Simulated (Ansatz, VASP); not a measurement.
**Re (Rhenium) in two plane-wave programs**

Wanted: the spread between two codes on one cell, functional and k mesh. Of the first pair: The structure shown is the end of the Ansatz relaxation below.

Main program and level: Ansatz 0.2.0; plane waves, with VASP 6.6.1 beside it; single point at PBEsol and zone-centre phonons at PBEsol.

## 1. Starting point

It takes space group P6_3/mmc (No. 194, hexagonal). The conventional cell has a = 2.805 Å, b = 2.805 Å, c = 4.527 Å, α = 90.00°, β = 90.00°, γ = 120.00°. Nearest to Re lie 12 Re at 2.78 to 2.81 Å.

## 2. Ansatz: relaxation, PBEsol

Ansatz runs on its PAW soft_1 files.

This run makes the geometry at which the two programs are then compared.

Contents of input.yaml:

```yaml
crystal:
  lattice:
    - [2.8049539136, 0.0, 0.0]
    - [-1.4024769568, 2.4291613456, 0.0]
    - [0.0, 0.0, 4.5276548346]
  atoms:
    - { symbol: Re, position: [0.3333333333, 0.6666666667, 0.25] }
    - { symbol: Re, position: [0.6666666667, 0.3333333333, 0.75] }
kpoints:
  mp_grid: { grid: [18, 18, 12] }
hamiltonian:
  xc: pbesol
  pseudopotentials: { kind: paw, azcp: { folder: soft_1 }, xc_functional: pbe }
scf:
  occupations: { method: methfessel_paxton, width: 0.2 }
output:
  forces: true
  stress: true
  eigenvalues: true
relax:
  adjacent_minimum: "off"
  f_tol: 0.001
  max_steps: 60
  cell: { stress_tol: 0.01, fix: [volume] }
```

Launch:

```bash
$ ansatz run input.yaml --threads 4 --pin off --max-ram 10240MiB --backend cpu --events-out ev --progress --plain --runs-dir out
```

Numbers of over 12 decimals in the logs are rounded to 6 here.

The log of the run:

```text
Engine: ansatz 0.2.0, x86_64-unknown-linux-gnu
Pseudopotentials: kind: paw
Pseudopotential: Re, paw, valence charge 15, recommended cutoff 420 eV (normal), soft_1/Re.paw.azcp
Functional definition: PBEsol
  exchange = pbesol_x
  correlation = pbesol_c
Crystal: 2 atoms, lattice volume = 30.850 Å³
Basis set: ecut = 420 eV, 603 PW (Γ), exchange–correlation on 40×40×64 points (8 copies of the dense FFT grid, shifted against one another)
Bands: 19, of which v1, the nominal top of the filled ones, is band 15 counted from 1 (14 counted from 0)
Symmetry: 24 space group operations
Space group: P63/mmc (ITA 194), of the structure as read, at distance tolerance 3.1e-5 Å
k-points: 259 of 3888
Non-local potential: Re, projectors of the file, l = 0: 3, l = 1: 2, l = 2: 2, l = 3: 1
PAW form: soft (Blöchl's): semilocal exchange-correlation on the pseudo side does not see the compensation charge
PAW frozen core: Re, regenerated for the run's functional, and the local potential with it (the file was generated under x = pbe(κ = 0.804, μ = 0.219515), c = pbe(β = 0.066725))
PAW one-centre angular grid: Re, 590 points (default); XC on 64 Gauss nodes
Initial density: superposition of atomic densities (chi_scale 0.1, normalization cell)
Initial wavefunctions: pseudopotential atomic-orbital guess
Functional: x = pbesol(κ = 0.804, μ = 0.123457), c = pbesol(β = 0.046)
SCF iter   1: F=—  HF=-21477.103194 eV  |F-HF|=—  |Δ(HF+E_count)|=         —  Δρ=6.30e-2  dr2=1.20e0  ethr=3.10e-3  ⟨swp⟩=4.6  Hψ=19465  notcnv=0
preconditioner: auto → none  [metal: Δε(μ)=0.012 eV  Ē_g=6.066 eV  σ=0.200 eV  W_gap=0.05  n_scr=8 (ndim 8)  ℏωp=25.0 eV  f_vac=0.000  D(μ)=1.65/eV (n_scr^D=22)  sad-step TF]
SCF iter   2: F=—  HF=-21476.786225 eV  |F-HF|=—  |Δ(HF+E_count)|=   3.17e-1  S|Δr|=    0.00e0  Δρ=3.66e-2  dr2=3.92e-1  ethr=3.10e-3  ⟨swp⟩=2.0  Hψ=7888  notcnv=0  defer=1
SCF iter   3: F=—  HF=-21476.638303 eV  |F-HF|=—  |Δ(HF+E_count)|=   1.48e-1  S|Δr|=    0.00e0  Δρ=1.83e-3  dr2=3.71e-4  ethr=1.31e-3  ⟨swp⟩=2.9  Hψ=9332  notcnv=0  defer=1
SCF iter   4: F=—  HF=-21476.638662 eV  |F-HF|=—  |Δ(HF+E_count)|=   3.59e-4  S|Δr|=    0.00e0  Δρ=2.25e-4  dr2=1.55e-5  ethr=1.24e-6  ⟨swp⟩=2.2  Hψ=8494  notcnv=0  defer=1
SCF iter   5: F=—  HF=-21476.638656 eV  |F-HF|=—  |Δ(HF+E_count)|=   6.17e-6  S|Δr|=    0.00e0  Δρ=4.09e-5  dr2=3.62e-7  ethr=5.18e-8  ⟨swp⟩=2.0  Hψ=6720  notcnv=0
SCF iter   6: F=-21476.638656 eV  HF=-21476.638656 eV  |F-HF|=5.05e-9  |Δ(HF+E_count)|=   6.98e-8  S|Δr|=    0.00e0  Δρ=8.65e-6  dr2=1.56e-8  ethr=3.33e-10  ⟨swp⟩=4.8  Hψ=19705  notcnv=0
SCF 1 converged in 6 iterations: F = -21476.638656 eV  dr2 = 1.56e-8
  greatest PAW one-centre occupation: 0.999 electrons in one spin orbital (limit 2), on the Re atom at site 1 (counted from 0), in its partial waves of l = 0
relax step   1: F+E_penalty+E_count = -21476.63865565 eV  Δ(F+E_penalty+E_count) = +0.000e0 eV  max|allowed force component| = 2.082e-17 eV/Å  Δτ_max = 0.0000 Å  P = -20.027 GPa  Ω = 30.850 Å³  fix = [volume]  reactions: volume -20.027 GPa  (6 SCF iters, dr2 threshold 1.00e-7 eV, accepted)
[...]
relax step   2: F+E_penalty+E_count = -21476.63865531 eV  Δ(F+E_penalty+E_count) = +3.324e-7 eV  max|allowed force component| = 8.789e-17 eV/Å  Δτ_max = 0.0000 Å  P = -20.026 GPa  Ω = 30.850 Å³  energy of the carried Pulay correction = +1.183e-8 eV  fix = [volume]  (3 SCF iters, dr2 threshold 3.60e-9 eV, rejected (line search))
[...]
relax step   3: F+E_penalty+E_count = -21476.63865619 eV  Δ(F+E_penalty+E_count) = -5.382e-7 eV  max|allowed force component| = 8.327e-17 eV/Å  Δτ_max = 0.0000 Å  P = -20.027 GPa  Ω = 30.850 Å³  energy of the carried Pulay correction = +5.262e-9 eV  fix = [volume]  reactions: volume -20.027 GPa  (4 SCF iters, accepted)
[...]
relax step   4: F+E_penalty+E_count = -21476.63865657 eV  Δ(F+E_penalty+E_count) = -3.851e-7 eV  max|allowed force component| = 7.401e-17 eV/Å  Δτ_max = 0.0000 Å  P = -20.027 GPa  Ω = 30.850 Å³  fix = [volume]  reactions: volume -20.027 GPa  stress off target by 5.90e-4 GPa on what of the cell is left free  SCF on the basis re-selected at this cell (its energy is not comparable with the rows above)  (4 SCF iters)
basis re-selected at this cell: Δ(F+E_penalty+E_count) = -3.851e-7 eV, ΔP = -0.000 GPa vs the last step (what re-selecting the basis moved, of the pressure what is left beyond the Pulay correction that the steps carried, after the strain that the cell walked since its last selection, with what the two solves' SCF thresholds leave and, on support functions, any second-order correction that the steps lacked; it is no m [...]
SCF converged after 4 iterations
Stability not checked: this state was not tested for a lower state beside it, because cold or Methfessel-Paxton smearing, or corrected tetrahedra, fill the levels in a way that the test cannot read (fill_not_monotonic; see scf.lower_state_search)
Free energy (F): -21476.638657 eV
Harris-Foulkes:  -21476.638657 eV  (|F-HF|=3.64e-12)
Internal energy: -21476.638851 eV  (E = F + TS)
E sigma→0 (E₀):  -21476.638705 eV
Entropy (-TS):   0.000194 eV (0.097 meV/atom)
Fermi energy:    22.552428 eV
--- Per-component energies (eV) ---
  E_band       = -183.538038
  E_kinetic    = 1040.694809
  E_local      = -1626.065697  (includes V_loc(G=0)·N_el)
  E_nonlocal   = 164.790534
  E_hartree    = 560.671458
  E_xc         = -706.678825
  E_vxc        = -577.703306  (∫ρ·V_xc dr)
  E_paw        = -17151.529621  (= ΣΔE_a)
  E_vpaw       = -306.597407  (= ΣTr[D̂ρ^β])
  E_aug_tail   = 0.000095  (compensation charges beyond the density's cutoff)
  E_ewald      = -3758.988258
  E_core_change = 0.466653  (= ΣΔE_core)
  E_smearing   = 0.000194  (= −TS)
  E_closure    = 0.000000  (closes the sum)
  Σ components = -21476.638657   (vs F -21476.638657, Δ=0.00e0)
--- Forces (eV/Å), atoms counted from 1 ---
  atom   1  Re     0.00000000     0.00000000     0.00000000
  atom   2  Re     0.00000000    -0.00000000    -0.00000000
  max |Σ_I F_I| component: 0.00e0 eV/Å
--- Stress (GPa, compression-positive) ---
      -20.027146      -0.000000       0.000000
       -0.000000     -20.027146      -0.000000
        0.000000      -0.000000     -20.026262
  P = ⅓ Tr σ = -20.0269 GPa (-200.269 kbar)
--- Band table (eV; the first three rows and the last of 259) ---
  k-point 0: bands = [... 11 lower, 21.1038, 21.1095, 21.8854, 21.8854, 22.7522, 22.7522, 23.0913, 25.7388]
  k-point 1: bands = [... 11 lower, 21.0616, 21.0619, 21.8352, 21.8352, 22.8542, 22.8661, 22.8661, 25.7478]
  k-point 2: bands = [... 11 lower, 20.9720, 20.9720, 21.6992, 21.6992, 22.2602, 23.1665, 23.1665, 25.7550]
  k-point 258: bands = [... 11 lower, 19.0557, 20.5054, 20.5054, 22.6511, 22.6511, 25.7241, 25.7241, 31.5986]
--- Relaxed structure (3 steps of the walk, 2 accepted, 1 SCFs on fresh bases) ---
  F+E_penalty+E_count = -21476.63865657 eV   max|allowed force component| = 7.401e-17 eV/Å   (the final SCF, on the basis selected at the relaxed cell)
  cell:  # Å, volume = 30.8500 Å³
    - [2.805096, 0, 0]
    - [-1.402548, 2.429284, 0]
    - [0, 0, 4.527197]
  atoms:
    - { symbol: Re, position: [0.333333, 0.666667, 0.25] }
    - { symbol: Re, position: [0.666667, 0.333333, 0.75] }
```

The column dr2 measures how far the density is from self-consistency, as an energy; F and HF (Harris–Foulkes) agree once it is small.

## 3. VASP: single point, PBEsol

The same cell, functional, mesh and smearing now go to VASP, with its own data sets.

Lines of VASP's logs that name or quote its potential files are left out, and so is its time.

Contents of INCAR:

```
SYSTEM = Re
PREC = Accurate
ENCUT = 600
EDIFF = 1E-06
NELM = 120
ISMEAR = 1
SIGMA = 0.2
LREAL = .FALSE.
ALGO = Normal
GGA = PS
NBANDS = 13
LASPH = .TRUE.
LORBIT = 11
LWAVE = .FALSE.
LCHARG = .FALSE.
ISIF = 2
GGA_COMPAT = .FALSE.
KPAR = 2
```

Contents of POSCAR:

```
Re
1.0
    2.8050956995      0.0000000000      0.0000000000
   -1.4025478498      2.4292841358      0.0000000000
    0.0000000000      0.0000000000      4.5271971379
Re
2
Direct
    0.3333333333      0.6666666667      0.2500000000
    0.6666666667      0.3333333333      0.7500000000
```

Contents of KPOINTS:

```
Automatic mesh
0
Gamma
18 18 12
0 0 0
```

PAW data sets: Re (PBE family, release 64).

Launch:

```bash
$ mpirun -np 2 vasp_std
```

The log of the run:

```text
[banner, memory and clock lines left out]
running    2 mpi-ranks, on    1 nodes
 distrk:  each k-point on    1 cores,    2 groups
 distr:  one band on    1 cores,    1 groups

 POSCAR found type information on POSCAR Re
 POSCAR found :  1 types and       2 ions
|                                                                             |
|               ----> ADVICE to this user running VASP <----                  |
|                                                                             |
|     You enforced a specific xc type in the INCAR file but a different       |
|     [... a line on the potential file left out ...]
|     I HOPE YOU KNOW WHAT YOU ARE DOING!                                     |
|                                                                             |

 LDA part: xc-table for (Slater+PW92), standard interpolation
 POSCAR, INCAR and KPOINTS ok, starting setup
 FFT: planning ... GRIDC
 FFT: planning ... GRID_SOFT
 FFT: planning ... GRID
 WAVECAR not read
 entering main loop
       N       E                     dE             d eps       ncg     rms          rms(c)
DAV:   1     0.293230049730E+02    0.29323E+02   -0.72773E+03 12846   0.143E+03
DAV:   2    -0.254480726010E+02   -0.54771E+02   -0.46795E+02 11303   0.321E+02
DAV:   3    -0.282052691664E+02   -0.27572E+01   -0.24514E+01 11935   0.894E+01
DAV:   4    -0.282560914508E+02   -0.50822E-01   -0.50367E-01 10593   0.692E+00
DAV:   5    -0.282569236613E+02   -0.83221E-03   -0.83165E-03 11578   0.123E+00    0.406E+01
DAV:   6    -0.270048096126E+02    0.12521E+01   -0.12198E+00 11822   0.314E+01    0.152E+01
DAV:   7    -0.266362674388E+02    0.36854E+00   -0.69457E-01 12095   0.230E+01    0.783E-01
DAV:   8    -0.266227230944E+02    0.13544E-01   -0.92039E-03 12145   0.108E+00    0.220E-01
DAV:   9    -0.266215828085E+02    0.11403E-02   -0.64723E-04 12695   0.313E-01    0.361E-02
DAV:  10    -0.266215899434E+02   -0.71349E-05   -0.43911E-05 10984   0.690E-02    0.157E-02
DAV:  11    -0.266215909109E+02   -0.96750E-06   -0.23522E-07  6689   0.190E-02
   1 F= -.26621591E+02 E0= -.26621612E+02  d E =0.647621E-04
```

Parts of OUTCAR (step 3):

```text
ion  position               nearest neighbor table
   1  0.333  0.667  0.250-   2 2.78   2 2.78   2 2.78   2 2.78   2 2.78   2 2.78
   2  0.667  0.333  0.750-   1 2.78   1 2.78   1 2.78   1 2.78   1 2.78   1 2.78

  LATTYP: Found a hexagonal cell.
 ALAT       =     2.8050956995
 C/A-ratio  =     1.6139189614

 Subroutine GETGRP returns: Found 24 space group operations
 (whereof 12 operations were pure point group operations)

The static configuration has the point symmetry D_3d.
 The point group associated with its full space group is D_6h.

 Found    259 irreducible k-points:

   k-points           NKPTS =    259   k-points in BZ     NKDIM =    259   number of bands    NBANDS=     13

   dimension x,y,z NGX =    24 NGY =   24 NGZ =   36
   dimension x,y,z NGXF=    48 NGYF=   48 NGZF=   72

   ENCUT  =  600.0 eV  44.10 Ry    6.64 a.u.   5.60  5.60  9.04*2*pi/ulx,y,z

   NELECT =      14.0000    total number of electrons

 k-points in reciprocal lattice and weights: Automatic mesh
   0.00000000  0.00000000  0.00000000       0.000
   0.05555556  0.00000000  0.00000000       0.002
   0.11111111  0.00000000  0.00000000       0.002
   0.16666667  0.00000000  0.00000000       0.002
   0.22222222  0.00000000  0.00000000       0.002
   0.27777778  0.00000000  0.00000000       0.002
   0.33333333  0.00000000  0.00000000       0.002
   0.38888889  0.00000000  0.00000000       0.002
   0.44444444  0.00000000  0.00000000       0.002
[...]
0.33333333  0.27777778  0.50000000       0.003
   0.33333333  0.33333333  0.50000000       0.001

 average (electrostatic) potential at core
       1 -39.6310       2 -39.6310

 E-fermi :   7.1323

 k-point     1 :       0.0000    0.0000    0.0000
  band No.  band energies     occupation
    ...
      3       5.6802      2.00000
      4       5.6802      2.00000
      5       5.6845      2.00000
      6       6.4589      2.00002
      7       6.4589      2.00002
      8       7.3240     -0.04044
      9       7.3240     -0.04044
     10       7.6786     -0.00078
     11      10.3026     -0.00000
     12      10.3026     -0.00000
    ...

 k-point     2 :       0.0556    0.0000    0.0000
  band No.  band energies     occupation
    ...
      4       5.7891      2.00000
      5       5.9867      2.00000
      6       6.3737      2.00000
      7       6.5616      2.00041
      8       7.0695      1.50395
      9       7.2322      0.26048
     10       7.3931     -0.06918
     11      10.3638     -0.00000
     12      10.8538     -0.00000
     13      16.5184      0.00000

 k-point     3 :       0.1111    0.0000    0.0000
  band No.  band energies     occupation
    ...
      6       6.1984      2.00000
      7       6.3691      2.00000
      8       6.8650      2.06761
      9       6.9904      1.92639
     10       7.1823      0.59109
     11      10.5167     -0.00000
     12      11.9799      0.00000
     13      16.4675      0.00000

  Total       -3.9148922     -3.9148922     -3.9437081      0.0000000     -0.0000000      0.0000000
  in kB     -203.3176051   -203.3176051   -204.8141406      0.0000000     -0.0000000      0.0000000
  external PRESSURE =    -203.8164503 kB  Pullay stress =       0.0000000 kB

  energy-cutoff  :      600.00
  volume of cell :       30.85
      direct lattice vectors                 reciprocal lattice vectors
     2.805095699  0.000000000  0.000000000     0.356494076  0.205821951  0.000000000
    -1.402547850  2.429284136  0.000000000     0.000000000  0.411643902  0.000000000
     0.000000000  0.000000000  4.527197138     0.000000000  0.000000000  0.220887222

 POSITION                                       TOTAL-FORCE (eV/Angst)
 -----------------------------------------------------------------------------------
     -0.00000      1.61952      1.13180         0.000000     -0.000000      0.000000
      1.40255      0.80976      3.39540        -0.000000      0.000000      0.000000
 -----------------------------------------------------------------------------------
    total drift:                               -0.000000      0.000000     -0.000000

  FREE ENERGIE OF THE ION-ELECTRON SYSTEM (eV)
  ---------------------------------------------------
  free  energy   TOTEN  =       -26.6215909109 eV

  energy  without entropy=      -26.6216556729  energy(sigma->0) =      -26.62161250

 total charge
# of ion       s       p       d       tot
------------------------------------------
    1        0.601   0.629   4.765   5.995
    2        0.601   0.629   4.765   5.995
--------------------------------------------------
tot          1.202   1.258   9.529  11.989

[... 3 further parts left out ...]
```

The run ends at a pressure of -20.38 GPa.

## 4. Comparison

Known differences besides the potentials themselves: the data sets hold 30 valence electrons in Ansatz (on its PAW soft_1 files) and 14 in VASP; the cutoff is 420 eV in Ansatz and 600 eV in VASP; Ansatz makes its cores anew for this functional, VASP keeps those of its PBE data sets; Ansatz's pressure holds a Pulay correction, VASP's none. Total energies have different zeros and are not compared.

Compared:

```tsv
quantity	Ansatz	VASP	difference
pressure (GPa)	-20.03	-20.38	+0.35
```

(Continued in part 2 of 2.)

[Lines on the potential files, build, host, timing and source positions are cut from VASP's logs without a mark.]

[Logs are printed without paths, hosts, clocks, repeated set-up lines and the standing remarks that a program may print on its own settings, such as how far it seeks lower states.]

[Hosts, paths, dates, database ids (printed as entryN), source tags and the programs' standing remarks are cut or masked in the printed files.]
